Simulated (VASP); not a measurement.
All values below come from rev-vdW-DF2, VASP's PBE PAW potentials (set 64) (plane waves; VASP).

Input for VASP

File POSCAR:
```
Ga
1.0
  2.2419916855  -3.8476830660   0.0000000000
  2.2419916855   3.8476830660   0.0000000000
  0.0000000000   0.0000000000   4.5963972904
Ga
4
Cart
  2.2419916855   2.6493734362   4.2163254363
  2.2419916855   1.1983096298   1.9181267911
  2.2419916855  -1.1983096298   2.6782704993
  2.2419916855  -2.6493734362   0.3800718541
```

INCAR:
```
PARAM2  =  0.7114
EDIFF  =  1E-6   ! SCF stop (eV)
ENCUT  =  520   ! plane-wave cut-off (eV)
NSW  =  60
LUSE_VDW  =  .TRUE.
ISMEAR  =  1   ! Methfessel-Paxton
IBRION  =  2
LCHARG  =  .FALSE.
LASPH  =  .TRUE.   ! aspherical one-centre terms
SYSTEM  =  Ga
ISIF  =  3   ! ions, shape and volume
LWAVE  =  .FALSE.
EDIFFG  =  -0.02
SIGMA  =  0.1   ! width (eV)
NELM  =  100   ! most electronic steps
ALGO  =  Normal
AGGAC  =  0.0
ZAB_VDW  =  -1.8867
GGA  =  MK
LREAL  =  .FALSE.   ! projection in real space or not
LMAXMIX  =  4   ! l cut-off of mixed one-centre charges
PARAM1  =  0.1234568
PREC  =  Accurate
```

KPOINTS:
```
Automatic mesh
0
Gamma
7 7 6
0 0 0
```

POTCAR, in this order: Ga_d (PBE.64 set). Program: vasp_std.

Output

File OUTCAR:
```
 ion  position               nearest neighbor table
   1  0.156  0.844  0.917-   4 2.51   2 2.72   2 2.72   3 2.72   3 2.72   4 2.78   4 2.78
   2  0.344  0.656  0.417-   3 2.51   1 2.72   1 2.72   4 2.72   4 2.72   3 2.78   3 2.78
   3  0.656  0.344  0.583-   2 2.51   4 2.72   4 2.72   1 2.72   1 2.72   2 2.78   2 2.78
   4  0.844  0.156  0.083-   1 2.51   3 2.72   3 2.72   2 2.72   2 2.72   1 2.78   1 2.78
  LATTYP: Found a base centered orthorhombic cell.
 ALAT       =     4.4839833710
 B/A-ratio  =     1.7161897124
 C/A-ratio  =     1.0250701018
 Subroutine PRICEL returns:
 Original cell was already a primitive cell.
 Subroutine GETGRP returns: Found  8 space group operations
The static configuration has the point symmetry C_2h.
 The point group associated with its full space group is D_2h.
The dynamic configuration has the point symmetry C_2h.
 Subroutine INISYM returns: Found  8 space group operations
 Subroutine IBZKPT returns following result:
 Found     64 irreducible k-points:

 Following reciprocal coordinates:
            Coordinates               Weight
  0.000000  0.000000  0.000000      1.000000
  0.142857  0.000000  0.000000      4.000000
  0.285714  0.000000  0.000000      4.000000
  0.428571  0.000000  0.000000      4.000000
  0.142857  0.142857  0.000000      2.000000
  0.285714  0.142857  0.000000      4.000000
  0.428571  0.142857  0.000000      4.000000
 -0.428571  0.142857  0.000000      4.000000
 -0.285714  0.142857  0.000000      4.000000
 -0.142857  0.142857  0.000000      2.000000
  0.285714  0.285714  0.000000      2.000000
  0.428571  0.285714  0.000000      4.000000
 -0.428571  0.285714  0.000000      4.000000
 -0.285714  0.285714  0.000000      2.000000
  0.428571  0.428571  0.000000      2.000000
 -0.428571  0.428571  0.000000      2.000000
  0.000000  0.000000  0.166667      2.000000
  0.142857  0.000000  0.166667      8.000000
  0.285714  0.000000  0.166667      8.000000
...
```

File OSZICAR:
```
       N       E                     dE             d eps       ncg     rms          rms(c)
DAV:   1     0.365497840045E+03    0.36550E+03   -0.26262E+04  4035   0.317E+03
DAV:   2     0.412596932688E+02   -0.32424E+03   -0.31907E+03  4115   0.563E+02
DAV:   3     0.151200313378E+01   -0.39748E+02   -0.39255E+02  4416   0.153E+02
DAV:   4     0.333985226400E+00   -0.11780E+01   -0.11735E+01  4478   0.306E+01
DAV:   5     0.308116683071E+00   -0.25869E-01   -0.25865E-01  4717   0.455E+00    0.242E+00
DAV:   6     0.390812732876E+00    0.82696E-01   -0.20406E-01  4754   0.636E+00    0.132E+00
DAV:   7     0.407532601648E+00    0.16720E-01   -0.58550E-02  5329   0.271E+00    0.299E-01
DAV:   8     0.408370812576E+00    0.83821E-03   -0.13834E-02  4395   0.136E+00    0.462E-02
DAV:   9     0.408214876867E+00   -0.15594E-03   -0.96162E-04  4430   0.357E-01    0.257E-02
DAV:  10     0.408205243408E+00   -0.96335E-05   -0.20675E-04  4619   0.168E-01    0.522E-03
DAV:  11     0.408203918489E+00   -0.13249E-05   -0.33863E-05  4564   0.728E-02    0.444E-03
DAV:  12     0.408204224792E+00    0.30630E-06   -0.87120E-06  4523   0.356E-02
   1 F= 0.40820422E+00 E0= 0.40828419E+00  d E =0.408204E+00
```

### OUTCAR
```
------------------------ aborting loop because EDIFF is reached ----------------------------------------
  FORCE on cell =-STRESS in cart. coord.  units (eV):
  Direction    XX          YY          ZZ          XY          YZ          ZX
  --------------------------------------------------------------------------------------
  Total        0.0215610     -0.0234629     -0.0313587      0.0000000     -0.0000000      0.0000000
  in kB        0.4356110     -0.4740362     -0.6335592      0.0000000     -0.0000000      0.0000000
  external PRESSURE =      -0.2239948 kB  Pullay stress =       0.0000000 kB
  volume of cell :       79.30
      direct lattice vectors                 reciprocal lattice vectors
     2.241991685 -3.847683066  0.000000000     0.223015992 -0.129948333  0.000000000
     2.241991685  3.847683066  0.000000000     0.223015992  0.129948333  0.000000000
     0.000000000  0.000000000  4.596397290     0.000000000  0.000000000  0.217561698
 POSITION                                       TOTAL-FORCE (eV/Angst)
 -----------------------------------------------------------------------------------
      2.24199      2.64937      4.21633         0.000000      0.006738     -0.013100
      2.24199      1.19831      1.91813         0.000000     -0.006738     -0.013100
      2.24199     -1.19831      2.67827         0.000000      0.006738      0.013100
      2.24199     -2.64937      0.38007         0.000000     -0.006738      0.013100
 -----------------------------------------------------------------------------------
    total drift:                                0.000000      0.000000     -0.000000
  FREE ENERGIE OF THE ION-ELECTRON SYSTEM (eV)
  ---------------------------------------------------
  free  energy   TOTEN  =         0.4082042248 eV

  energy  without entropy=        0.4084441104  energy(sigma->0) =        0.40828419

 reached required accuracy - stopping structural energy minimisation
```
(Selected blocks of OUTCAR.)

File OUTCAR:
```
 val. band max:        4.7451365295   @ k =   0.1429   0.0000   0.1667

 cond. band min:       4.8588205864   @ k =   0.2857   0.2857   0.0000


 Fermi energy:         4.8500255205

 k-point     1 :       0.0000    0.0000    0.0000
  band No.  band energies     occupation
      1     -10.3855      2.00000
      2     -10.3689      2.00000
      3     -10.3346      2.00000
      4     -10.3254      2.00000
      5     -10.3179      2.00000
      6     -10.2853      2.00000
      7     -10.2267      2.00000
      8     -10.1801      2.00000
      9     -10.1473      2.00000
     10     -10.1302      2.00000
     11     -10.1281      2.00000
     12     -10.1255      2.00000
     13     -10.1077      2.00000
     14     -10.0791      2.00000
     15     -10.0472      2.00000
     16      -9.9999      2.00000
     17      -9.9515      2.00000
     18      -9.9498      2.00000
     19      -9.9128      2.00000
     20      -9.8460      2.00000
     21      -6.1548      2.00000
     22       0.4091      2.00000
     23       0.9541      2.00000
     24       3.1824      2.00000
     25       3.2397      2.00000
     26       4.0880      2.00000
     27       5.7188     -0.00000
     28       5.8289     -0.00000
     29       6.0098     -0.00000
     30       9.7998      0.00000
     31      10.0514      0.00000

 k-point     2 :       0.1429    0.0000    0.0000
  band No.  band energies     occupation
      1     -10.3874      2.00000
      2     -10.3608      2.00000
      3     -10.3421      2.00000
      4     -10.3328      2.00000
      5     -10.3030      2.00000
      6     -10.2794      2.00000
      7     -10.2308      2.00000
      8     -10.2193      2.00000
      9     -10.1568      2.00000
     10     -10.1530      2.00000
     11     -10.1042      2.00000
     12     -10.1008      2.00000
     13     -10.0963      2.00000
     14     -10.0731      2.00000
     15     -10.0388      2.00000
     16      -9.9882      2.00000
     17      -9.9590      2.00000
...
```

The compound is Ga in the alpha structure. It was relaxed first. The start is the result of an earlier pass.
